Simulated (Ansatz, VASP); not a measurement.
# Cross-check of AlCo between VASP and Ansatz

One calculation is typed for both programs; each brings its own data sets. How far apart do they land? The cell is taken from a series of runs on this material, whose earlier steps may have relaxed, scaled, displaced or heated it; both programs get it as it stands.

Method: plane waves, with VASP 6.6.1 beside it; zone-centre phonons at PBEsol, in Ansatz 0.2.0.

**1. The starting structure**

The structure is cubic, space group Pm-3m (No. 221). The conventional cell has a = 2.878 Å, b = 2.878 Å, c = 2.878 Å, α = 90.00°, β = 90.00°, γ = 90.00°. Nearest to Al lie 8 Co at 2.49 Å. Nearest to Co lie 8 Al at 2.49 Å. Farther neighbours are not listed.

**2. Ansatz: zone-centre phonons, PBEsol**

Ansatz runs on its PAW soft_1 files.

Second derivatives magnify differences that forces hide, and they need a tight electronic threshold.

Input file input.yaml:

```yaml
crystal:
  lattice:
    - [2.8775604111, 0.0, 0.0]
    - [0.0, 2.8775604111, 0.0]
    - [0.0, 0.0, 2.8775604111]
  atoms:
    - { symbol: Al, position: [0.0, 0.0, 0.0] }
    - { symbol: Co, position: [0.5, 0.5, 0.5] }
kpoints:
  mp_grid: { grid: [16, 16, 16] }
hamiltonian:
  xc: pbesol
  pseudopotentials: { kind: paw, azcp: { folder: soft_1 }, xc_functional: pbe }
scf:
  occupations: { method: methfessel_paxton, width: 0.2 }
output:
  eigenvalues: true
phonons:
  method: dfpt
```

The run is started by

```console
ansatz run input.yaml --threads 4 --pin off --max-ram 10240MiB --backend cpu --events-out ev --progress --plain --runs-dir out
```

Numbers of over 12 decimals in the logs are rounded to 6 here.

The log of the run:

```text
Engine: ansatz 0.2.0, x86_64-unknown-linux-gnu
Pseudopotentials: kind: paw
Pseudopotential: Al, paw, valence charge 3, recommended cutoff 420 eV (normal), soft_1/Al.paw.azcp
Pseudopotential: Co, paw, valence charge 17, recommended cutoff 420 eV (normal), soft_1/Co.paw.azcp
Functional definition: PBEsol
  exchange = pbesol_x
  correlation = pbesol_c
Crystal: 2 atoms, lattice volume = 23.827 Å³
Basis set: ecut = 420 eV, 461 PW (Γ), exchange–correlation on 40×40×40 points (8 copies of the dense FFT grid, shifted against one another)
Bands: 14, of which v1, the nominal top of the filled ones, is band 10 counted from 1 (9 counted from 0)
Symmetry: 48 space group operations
k-points: 405 of 4096 (irreducible under 8 space group operations, time reversal used)
Non-local potential: Al, projectors of the file, l = 0: 2, l = 1: 2, l = 2: 1
Non-local potential: Co, projectors of the file, l = 0: 3, l = 1: 2, l = 2: 3, l = 3: 1
PAW form: soft (Blöchl's): semilocal exchange-correlation on the pseudo side does not see the compensation charge
PAW frozen core: Al, regenerated for the run's functional, and the local potential with it (the file was generated under x = pbe(κ = 0.804, μ = 0.219515), c = pbe(β = 0.066725))
PAW frozen core: Co, regenerated for the run's functional, and the local potential with it (the file was generated under x = pbe(κ = 0.804, μ = 0.219515), c = pbe(β = 0.066725))
PAW one-centre angular grid: Al, 110 points (default); XC on 64 Gauss nodes
PAW one-centre angular grid: Co, 590 points (default); XC on 64 Gauss nodes
Initial density: superposition of atomic densities (chi_scale 0.1, normalization cell, long waves kept (reshape's long-wave potential 0.00 eV rms))
Initial wavefunctions: pseudopotential atomic-orbital guess
Functional: x = pbesol(κ = 0.804, μ = 0.123457), c = pbesol(β = 0.046)
SCF iter   1: F=—  HF=-5618.982174 eV  |F-HF|=—  |Δ(HF+E_count)|=         —  Δρ=8.02e-2  dr2=1.33e0  ethr=3.10e-3  ⟨swp⟩=4.0  Hψ=25795  notcnv=0
preconditioner: auto → none  [metal: Δε(μ)=0.013 eV  Ē_g=8.298 eV  σ=0.200 eV  W_gap=0.05  n_scr=6 (ndim 8)  ℏωp=26.4 eV  f_vac=0.000  D(μ)=1.04/eV (n_scr^D=6)  sad-step TF]
SCF iter   2: F=—  HF=-5618.966171 eV  |F-HF|=—  |Δ(HF+E_count)|=   1.60e-2  S|Δr|=    0.00e0  Δρ=8.25e-2  dr2=1.44e0  ethr=3.10e-3  ⟨swp⟩=1.0  Hψ=8910  notcnv=0
SCF iter   3: F=—  HF=-5618.742687 eV  |F-HF|=—  |Δ(HF+E_count)|=   2.23e-1  S|Δr|=    0.00e0  Δρ=1.37e-2  dr2=3.95e-2  ethr=3.10e-3  ⟨swp⟩=2.6  Hψ=9077  notcnv=0
SCF iter   4: F=—  HF=-5618.733833 eV  |F-HF|=—  |Δ(HF+E_count)|=   8.85e-3  S|Δr|=    0.00e0  Δρ=9.05e-4  dr2=7.27e-5  ethr=1.97e-4  ⟨swp⟩=1.1  Hψ=8756  notcnv=0  defer=10
SCF iter   5: F=—  HF=-5618.733832 eV  |F-HF|=—  |Δ(HF+E_count)|=   1.33e-6  S|Δr|=    0.00e0  Δρ=4.29e-4  dr2=2.49e-5  ethr=3.64e-7  ⟨swp⟩=2.0  Hψ=9811  notcnv=0  defer=10
SCF iter   6: F=—  HF=-5618.733831 eV  |F-HF|=—  |Δ(HF+E_count)|=   4.68e-7  S|Δr|=    0.00e0  Δρ=9.14e-5  dr2=1.08e-6  ethr=1.25e-7  ⟨swp⟩=2.0  Hψ=7320  notcnv=0  defer=10
SCF iter   7: F=—  HF=-5618.733822 eV  |F-HF|=—  |Δ(HF+E_count)|=   9.30e-6  S|Δr|=    0.00e0  Δρ=9.11e-6  dr2=9.58e-9  ethr=5.38e-9  ⟨swp⟩=2.6  Hψ=7749  notcnv=0  defer=10
SCF iter   8: F=—  HF=-5618.733822 eV  |F-HF|=—  |Δ(HF+E_count)|=   1.35e-9  S|Δr|=    0.00e0  Δρ=8.41e-7  dr2=8.90e-11  ethr=4.79e-11  ⟨swp⟩=2.6  Hψ=9123  notcnv=0  defer=10
SCF iter   9: F=-5618.733822 eV  HF=-5618.733822 eV  |F-HF|=9.09e-13  |Δ(HF+E_count)|=  1.00e-11  S|Δr|=    0.00e0  Δρ=3.74e-8  dr2=1.77e-13  ethr=1.00e-12  ⟨swp⟩=5.2  Hψ=23131  notcnv=0
SCF 1 converged in 9 iterations: F = -5618.733822 eV  dr2 = 1.77e-13
  greatest PAW one-centre occupation: 1.001 electrons in one spin orbital (limit 2), on the Co atom at site 1 (counted from 0), in its partial waves of l = 1
DFPT response loops at Γ: preconditioner auto → Kerker (q_TF=auto, 2.650 Å⁻¹) (partly filled bands, converged f_vac=0.000); β = 1.00, the filter's whole step (`scf.mixing.beta` (0.50) is not read by the response loops under this deck's `scf.mixing.preconditioner`; to damp them name `kerker` or `kerker_dos`, under which they read `scf.mixing.beta`, and type it under 1.00, their step now; both keys bind the ground state too); Broyden in place of MSR1
SCF converged after 9 iterations
Stability not checked: this state was not tested for a lower state beside it, because cold or Methfessel-Paxton smearing, or corrected tetrahedra, fill the levels in a way that the test cannot read (fill_not_monotonic; see scf.lower_state_search)
Free energy (F): -5618.733822 eV
Harris-Foulkes:  -5618.733822 eV  (|F-HF|=9.09e-13)
Internal energy: -5618.735195 eV  (E = F + TS)
E sigma→0 (E₀):  -5618.734165 eV
Entropy (-TS):   0.001374 eV (0.687 meV/atom)
Fermi energy:    13.853380 eV
--- Per-component energies (eV) ---
  E_band       = -293.739414
  E_kinetic    = 320.888398
  E_local      = -3528.355708  (includes V_loc(G=0)·N_el)
  E_nonlocal   = 449.676687
  E_hartree    = 1590.035931
  E_xc         = -130.675304
  E_vxc        = -149.846404  (∫ρ·V_xc dr)
  E_paw        = -2000.324124  (= ΣΔE_a)
  E_vpaw       = -566.174251  (= ΣTr[D̂ρ^β])
  E_aug_tail   = -0.000031  (compensation charges beyond the density's cutoff)
  E_ewald      = -2320.188604
  E_core_change = 0.207559  (= ΣΔE_core)
  E_smearing   = 0.001374  (= −TS)
  E_closure    = -0.000000  (closes the sum)
  Σ components = -5618.733822   (vs F -5618.733822, Δ=0.00e0)
--- Band table (eV; the first three rows and the last of 405) ---
  k-point 0: bands = [... 6 lower, 10.9798, 13.0686, 13.0686, 13.0686, 19.6417, 19.6417, 19.6417, 22.4529]
  k-point 1: bands = [... 6 lower, 10.9996, 13.0292, 13.0292, 13.0727, 18.9205, 19.7436, 19.7436, 22.4449]
  k-point 2: bands = [... 6 lower, 11.0567, 12.9208, 12.9208, 13.0844, 17.6210, 20.0398, 20.0398, 22.4213]
  k-point 404: bands = [... 6 lower, 10.0432, 13.6431, 13.6431, 16.1796, 16.1796, 16.1796, 17.7104, 19.0677]
--- Phonons (Γ-DFPT): 2 representative perturbations + reference, on 405 of 4096 k-points (Σ response iterations 6) ---
  k mesh reduced under 8 symmetry operations, with k and −k counted as one. Each operation leaves every solved perturbation unchanged. A smaller set is not used because it would not reduce the number of displacements times k-points to solve
  ASR residual: 1.483e-5 → 0.000e0 eV/Å²; symmetrization residual: 1.681e-6 eV/Å²
  ASR residual per site (eV/Å²): 7.71e-6 1.48e-5
  Γ frequencies (cm⁻¹): 0.00 0.00 0.00 304.98 304.98 304.98
  non-analytic LO–TO correction: not included (Born effective charges unavailable; polar crystals: no LO–TO splitting at Γ)
```

Reading the cycles: dr2 is the Hartree energy of the density residual (eV), the measure of convergence; HF is the Harris–Foulkes estimate of the energy, which meets the free energy F at convergence.

**3. VASP: zone-centre phonons, PBEsol**

The same cell, functional, mesh and smearing now go to VASP, with its own data sets.

Lines of VASP's logs that name or quote its potential files are left out, and so is its time.

Input file INCAR:

```
SYSTEM = AlCo
PREC = Accurate
ENCUT = 600
EDIFF = 1E-08
NELM = 120
ISMEAR = 1
SIGMA = 0.2
LREAL = .FALSE.
ALGO = Normal
GGA = PS
NBANDS = 12
LASPH = .TRUE.
LORBIT = 11
LWAVE = .FALSE.
LCHARG = .FALSE.
ISIF = 2
IBRION = 8
GGA_COMPAT = .FALSE.
KPAR = 2
```

Input file POSCAR:

```
AlCo
1.0
    2.8775604111      0.0000000000      0.0000000000
    0.0000000000      2.8775604111      0.0000000000
    0.0000000000      0.0000000000      2.8775604111
Al Co
1 1
Direct
    0.0000000000      0.0000000000      0.0000000000
    0.5000000000      0.5000000000      0.5000000000
```

Input file KPOINTS:

```
Automatic mesh
0
Gamma
16 16 16
0 0 0
```

PAW data sets: Al and Co (PBE family, release 64).

The run is started by

```console
mpirun -np 2 vasp_std
```

The log of the run:

```text
[banner, memory and clock lines left out]
running    2 mpi-ranks, on    1 nodes
 distrk:  each k-point on    1 cores,    2 groups
 distr:  one band on    1 cores,    1 groups

 POSCAR found type information on POSCAR AlCo
 POSCAR found :  2 types and       2 ions
|                                                                             |
|               ----> ADVICE to this user running VASP <----                  |
|                                                                             |
|     You enforced a specific xc type in the INCAR file but a different       |
|     [... a line on the potential file left out ...]
|     I HOPE YOU KNOW WHAT YOU ARE DOING!                                     |
|                                                                             |

 LDA part: xc-table for (Slater+PW92), standard interpolation
 POSCAR, INCAR and KPOINTS ok, starting setup
 FFT: planning ... GRIDC
 FFT: planning ... GRID_SOFT
 FFT: planning ... GRID
 WAVECAR not read
 entering main loop
       N       E                     dE             d eps       ncg     rms          rms(c)
DAV:   1     0.382015593734E+02    0.38202E+02   -0.58330E+03  3984   0.118E+03
DAV:   2    -0.131415448025E+02   -0.51343E+02   -0.47651E+02  4044   0.188E+02
DAV:   3    -0.148944765257E+02   -0.17529E+01   -0.17340E+01  4872   0.414E+01
DAV:   4    -0.149232715810E+02   -0.28795E-01   -0.28783E-01  4464   0.465E+00
DAV:   5    -0.149242228832E+02   -0.95130E-03   -0.95127E-03  4912   0.932E-01    0.131E+01
DAV:   6    -0.183593934031E+02   -0.34352E+01   -0.73182E+01  4400   0.114E+02    0.194E+01
DAV:   7    -0.130786046133E+02    0.52808E+01   -0.33779E+01  4424   0.728E+01    0.189E+00
DAV:   8    -0.130515939726E+02    0.27011E-01   -0.22372E-01  4300   0.382E+00    0.120E+00
DAV:   9    -0.130377243035E+02    0.13870E-01   -0.21552E-02  5252   0.182E+00    0.339E-01
DAV:  10    -0.130371294522E+02    0.59485E-03   -0.53588E-04  4520   0.173E-01    0.133E-01
DAV:  11    -0.130371098315E+02    0.19621E-04   -0.22483E-05  5028   0.425E-02    0.151E-02
DAV:  12    -0.130371091605E+02    0.67092E-06   -0.20868E-06  5296   0.160E-02    0.520E-03
DAV:  13    -0.130371090187E+02    0.14179E-06   -0.26292E-07  4512   0.391E-03    0.133E-03
DAV:  14    -0.130371090576E+02   -0.38865E-07   -0.78929E-09  3240   0.910E-04    0.215E-04
DAV:  15    -0.130371090653E+02   -0.76840E-08   -0.10426E-09  2328   0.381E-04
   1 F= -.13037109E+02 E0= -.13037549E+02  d E =0.131875E-02
 Linear response reoptimize wavefunctions to high precision
DAV:   1    -0.130371090702E+02   -0.49115E-08   -0.39324E-10  2536   0.170E-04
DAV:   2    -0.130371090702E+02   -0.26830E-10   -0.66337E-11  2216   0.895E-05
 Linear response DOF=           2
 Linear response progress:
  Degree of freedom:   1/  2
       N       E                     dE             d eps       ncg     rms          rms(c)
RMM:   1    -0.584096864210E-02   -0.58410E-02    0.23659E-03 21696   0.608E-01
RMM:   2    -0.559253342612E-02    0.24844E-03   -0.11444E-04 14536   0.214E-01    0.577E-02
RMM:   3    -0.558162491261E-02    0.10909E-04   -0.10819E-04 15664   0.790E-02    0.284E-02
RMM:   4    -0.565486129446E-02   -0.73236E-04   -0.41662E-05 15679   0.471E-02    0.591E-03
RMM:   5    -0.565959073047E-02   -0.47294E-05   -0.26147E-06 16012   0.120E-02    0.216E-03
RMM:   6    -0.566056469055E-02   -0.97396E-06   -0.17296E-07 14637   0.423E-03    0.143E-03
RMM:   7    -0.566062379386E-02   -0.59103E-07   -0.36258E-08 14315   0.247E-03    0.616E-04
RMM:   8    -0.566050502579E-02    0.11877E-06   -0.73435E-09 16969   0.706E-04    0.312E-04
RMM:   9    -0.566085860253E-02   -0.35358E-06   -0.14136E-10 16920   0.183E-04    0.981E-06
RMM:  10    -0.566082562615E-02    0.32976E-07   -0.87098E-11 17222   0.560E-05    0.211E-05
RMM:  11    -0.566084002314E-02   -0.14397E-07    0.11251E-10 16955   0.207E-05    0.720E-06
RMM:  12    -0.566083889019E-02    0.11329E-08    0.51293E-11 17020   0.106E-05    0.107E-06
 first order change of Fermi-energy   0.37131E-04
 force on displaced ion       1 direction 1 :  -6.375  -0.000   0.000
 Linear response progress:
  Degree of freedom:   2/  2
       N       E                     dE             d eps       ncg     rms          rms(c)
RMM:   1    -0.167694999659E+00   -0.16769E+00   -0.10590E-01 14658   0.257E+00
RMM:   2    -0.167404595863E+00    0.29040E-03   -0.24816E-03 14527   0.519E-01    0.162E-01
RMM:   3    -0.167338933500E+00    0.65662E-04   -0.16710E-04 15262   0.107E-01    0.968E-02
RMM:   4    -0.167678257240E+00   -0.33932E-03   -0.20677E-04 16043   0.109E-01    0.776E-03
RMM:   5    -0.167652494384E+00    0.25763E-04   -0.55035E-06 16406   0.253E-02    0.672E-03
RMM:   6    -0.167639457642E+00    0.13037E-04   -0.60581E-07 14352   0.944E-03    0.422E-03
RMM:   7    -0.167597319988E+00    0.42138E-04   -0.15769E-07 15937   0.429E-03    0.190E-04
RMM:   8    -0.167596517588E+00    0.80240E-06   -0.10680E-08 17430   0.757E-04    0.104E-04
RMM:   9    -0.167597085987E+00   -0.56840E-06   -0.19133E-09 17305   0.257E-04    0.336E-05
RMM:  10    -0.167596816441E+00    0.26955E-06   -0.78774E-10 17428   0.905E-05    0.100E-05
RMM:  11    -0.167596779859E+00    0.36582E-07   -0.95780E-10 18437   0.436E-05    0.327E-06
RMM:  12    -0.167596768684E+00    0.11175E-07   -0.90569E-10 17548   0.262E-05    0.116E-06
RMM:  13    -0.167596774383E+00   -0.56987E-08   -0.90412E-10 15834   0.233E-05    0.204E-07
 first order change of Fermi-energy   0.30120E-02
 force on displaced ion       2 direction 1 :  -6.384   0.000   0.000
 Linear response finished
```

From OUTCAR (step 3):

```text
ion  position               nearest neighbor table
   1  0.000  0.000  0.000-   2 2.49   2 2.49   2 2.49   2 2.49   2 2.49   2 2.49   2 2.49   2 2.49

  LATTYP: Found a simple cubic cell.
 ALAT       =     2.8775604111

 Subroutine GETGRP returns: Found 48 space group operations
 (whereof 48 operations were pure point group operations)

The static configuration has the point symmetry O_h .

 Found    165 irreducible k-points:

   k-points           NKPTS =    165   k-points in BZ     NKDIM =    165   number of bands    NBANDS=     12

   dimension x,y,z NGX =    24 NGY =   24 NGZ =   24
   dimension x,y,z NGXF=    48 NGYF=   48 NGZF=   48

   ENCUT  =  600.0 eV  44.10 Ry    6.64 a.u.   5.75  5.75  5.75*2*pi/ulx,y,z

   NELECT =      12.0000    total number of electrons

 k-points in reciprocal lattice and weights: Automatic mesh
   0.00000000  0.00000000  0.00000000       0.000
   0.06250000  0.00000000  0.00000000       0.001
   0.12500000  0.00000000  0.00000000       0.001
   0.18750000  0.00000000  0.00000000       0.001
   0.25000000  0.00000000  0.00000000       0.001
   0.31250000  0.00000000  0.00000000       0.001
   0.37500000  0.00000000  0.00000000       0.001
   0.43750000  0.00000000  0.00000000       0.001
   0.50000000  0.00000000  0.00000000       0.001
[...]
0.50000000  0.50000000  0.43750000       0.001
   0.50000000  0.50000000  0.50000000       0.000

 average (electrostatic) potential at core
       1 -69.4011       2 -77.9570

  Total       -1.4699894     -1.4699894     -1.4699894      0.0000000      0.0000000      0.0000000
  in kB      -98.8442549    -98.8442549    -98.8442549      0.0000000      0.0000000      0.0000000
  external PRESSURE =     -98.8442549 kB  Pullay stress =       0.0000000 kB

  energy-cutoff  :      600.00
  volume of cell :       23.83
      direct lattice vectors                 reciprocal lattice vectors
     2.877560411  0.000000000  0.000000000     0.347516596  0.000000000  0.000000000
     0.000000000  2.877560411  0.000000000     0.000000000  0.347516596  0.000000000
     0.000000000  0.000000000  2.877560411     0.000000000  0.000000000  0.347516596

 POSITION                                       TOTAL-FORCE (eV/Angst)
 -----------------------------------------------------------------------------------
      0.00000      0.00000      0.00000         0.000000      0.000000      0.000000
      1.43878      1.43878      1.43878         0.000000      0.000000      0.000000
 -----------------------------------------------------------------------------------
    total drift:                                0.000000      0.000000     -0.000000

 Eigenvectors and eigenvalues of the dynamical matrix
 ----------------------------------------------------

   1 f  =    9.177428 THz    57.663482 2PiTHz  306.126055 cm-1    37.954776 meV
             X         Y         Z           dx          dy          dz
      0.000000  0.000000  0.000000     0.828042   -0.000000    0.000000
      1.438780  1.438780  1.438780    -0.560666   -0.000000    0.000000

   2 f  =    9.177428 THz    57.663482 2PiTHz  306.126055 cm-1    37.954776 meV
             X         Y         Z           dx          dy          dz
      0.000000  0.000000  0.000000     0.000000    0.828042   -0.000000
      1.438780  1.438780  1.438780     0.000000   -0.560666    0.000000

   3 f  =    9.177428 THz    57.663482 2PiTHz  306.126055 cm-1    37.954776 meV
             X         Y         Z           dx          dy          dz
      0.000000  0.000000  0.000000     0.000000   -0.000000   -0.828042
      1.438780  1.438780  1.438780     0.000000    0.000000    0.560666

   4 f/i=    0.002961 THz     0.018602 2PiTHz    0.098754 cm-1     0.012244 meV
             X         Y         Z           dx          dy          dz
      0.000000  0.000000  0.000000     0.560666   -0.000000    0.000000
      1.438780  1.438780  1.438780     0.828042   -0.000000    0.000000

   5 f/i=    0.002961 THz     0.018602 2PiTHz    0.098754 cm-1     0.012244 meV
             X         Y         Z           dx          dy          dz
      0.000000  0.000000  0.000000     0.000000    0.560666   -0.000000
      1.438780  1.438780  1.438780     0.000000    0.828042    0.000000

   6 f/i=    0.002961 THz     0.018602 2PiTHz    0.098754 cm-1     0.012244 meV
             X         Y         Z           dx          dy          dz
      0.000000  0.000000  0.000000     0.000000   -0.000000   -0.560666
      1.438780  1.438780  1.438780     0.000000    0.000000   -0.828042

 ELASTIC MODULI CONTR FROM IONIC RELAXATION (kBar)
 Direction    XX          YY          ZZ          XY          YZ          ZX
 --------------------------------------------------------------------------------
 XX           0.0000      0.0000      0.0000      0.0000      0.0000      0.0000
 YY           0.0000      0.0000      0.0000      0.0000      0.0000      0.0000
 ZZ           0.0000      0.0000      0.0000      0.0000      0.0000      0.0000
 XY           0.0000      0.0000      0.0000      0.0000      0.0000      0.0000
 YZ           0.0000      0.0000      0.0000      0.0000      0.0000      0.0000
 ZX           0.0000      0.0000      0.0000      0.0000      0.0000      0.0000
 --------------------------------------------------------------------------------
```

This run has no spin polarisation, so a moment on Co, if there is one, isn't seen.

**4. Side by side**

Known differences besides the potentials themselves: the data sets hold 20 valence electrons in Ansatz (on its PAW soft_1 files) and 12 in VASP; the cutoff is 420 eV in Ansatz and 600 eV in VASP; Ansatz makes its cores anew for this functional, VASP keeps those of its PBE data sets. Total energies have different zeros and are not compared.

The two programs side by side:

| quantity | Ansatz | VASP | difference |
| --- | --- | --- | --- |
| optical mode 1 to 3 (cm⁻¹) | 305.0 | 306.1 | -0.37 % |

Modes are paired by rising frequency, not by their patterns, so a pair may set unlike modes beside each other; they are those without the splitting of longitudinal modes.

**5. Summary of results**

```json
{
  "r.m.s. difference of the optical zone-centre modes, each program's sorted by frequency (zone-centre phonons, PBEsol)": "1.1 cm⁻¹"
}
```

The r.m.s. difference of the optical zone-centre modes, each program's sorted by frequency is 1.1 cm⁻¹ (zone-centre phonons, PBEsol). The data sets hold unlike numbers of valence electrons (20 in Ansatz and 12 in VASP), so part of the differences comes from the potentials. How closely two codes agree says nothing of how well the functional describes the real material.

[Lines on the potential files, build, host, timing and source positions are cut from VASP's logs without a mark.]

[Logs are printed without paths, hosts, clocks, repeated set-up lines and the standing remarks that a program may print on its own settings, such as how far it seeks lower states.]

[Hosts, paths, dates, database ids (printed as entryN), source tags and the programs' standing remarks are cut or masked in the printed files.]
